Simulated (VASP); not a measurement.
```xyz
2
Lattice="0.0000 2.8898 2.8898 2.8898 0.0000 2.8898 2.8898 2.8898 0.0000" Properties=species:S:1:pos:R:3 pbc="T T T"
Al     0.0000     0.0000     0.0000
As     1.4449     1.4449     1.4449
```

Calculation: PBE GGA with D4 dispersion, VASP's PBE PAW potentials (set 64) (plane waves; VASP 6.6.1). Numerical set-up: 520 eV cut-off, 8×8×8 Γ-centred mesh, Gaussian smearing of 0.050 eV, potentials Al As.

**Question.** The job: AlAs (zinc blende), 2 atoms, PBE-D4, static run, 520 eV, 8×8×8 Γ-centred mesh. Roughly how much core time does it take on a busy server core?

**Answer.** About 10 core-seconds (one run on a shared machine, a rough figure). It had 29 irreducible k-points, 8 bands, up to 1316 plane waves and 14 electronic steps.

The compound is AlAs in the zinc blende structure. This cell is one point of a volume scan, at 1.06 of the reference volume.
